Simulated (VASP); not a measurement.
Input:

```
Bi2Te3
1.0
   10.03927    -2.17693    -0.01758
   10.03927     2.17693    -0.01758
    9.57377     0.00000     3.72413
Bi Te
2 3
Direct
  0.40022   0.40022   0.40022
  0.59978   0.59978   0.59978
  0.00000   0.00000   0.00000
  0.20881   0.20881   0.20881
  0.79119   0.79119   0.79119
```

Level of theory: LDA (Ceperley-Alder, Perdew-Zunger), VASP's LDA PAW potentials (set 64) (plane waves; VASP). Numerical set-up: 400 eV cut-off, 7×7×7 Γ-centred mesh, tetrahedra with Blöchl corrections, potentials Bi_d Te.

The cores are frozen, which limits the accuracy of field gradients.

Question: Give the principal components of the electric field gradient (V/Å²) and the asymmetry η at each nucleus.

Answer: 
```tsv
atom	Vxx	Vyy	Vzz	η
Bi1	-12.3	-12.3	24.6	0.00
Bi2	-12.3	-12.3	24.6	0.00
Te3	-42.6	-42.6	85.2	0.00
Te4	-4.7	-4.7	9.3	0.00
Te5	-4.7	-4.7	9.3	0.00
```

The compound is Bi2Te3 in the tetradymite structure. It was relaxed first.
